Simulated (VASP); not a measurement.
```cif
data_ClCs
_chemical_formula_sum 'Cs1 Cl1'
_space_group_name_H-M_alt 'P 1'
_space_group_IT_number 1
_cell_length_a 4.12587
_cell_length_b 4.12587
_cell_length_c 4.12587
_cell_angle_alpha 90.000
_cell_angle_beta 90.000
_cell_angle_gamma 90.000
loop_
_space_group_symop_operation_xyz
  'x, y, z'
loop_
_atom_site_label
_atom_site_type_symbol
_atom_site_fract_x
_atom_site_fract_y
_atom_site_fract_z
_atom_site_occupancy
Cs1 Cs 0.00000 0.00000 0.00000 1
Cl1 Cl 0.50000 0.50000 0.50000 1
```

These are SCAN meta-GGA, VASP's PBE PAW potentials (set 64) (plane waves; VASP) values and carry that method's errors. Numerical set-up: 520 eV cut-off, 7×7×7 Γ-centred mesh, Gaussian smearing of 0.050 eV, potentials Cs_sv Cl.

### Question
Give the energy at these volumes per atom, relative to the lowest: 32.87, 33.92, 34.97, 36.02, 37.07 Å³.

### Answer
9.9, 2.6, 0.0, 1.3, 5.8 meV/atom. A third-order Birch-Murnaghan fit gives B0 = 19.2 GPa and B0′ = 5.3.

The compound is CsCl in the CsCl type structure. It was relaxed first.
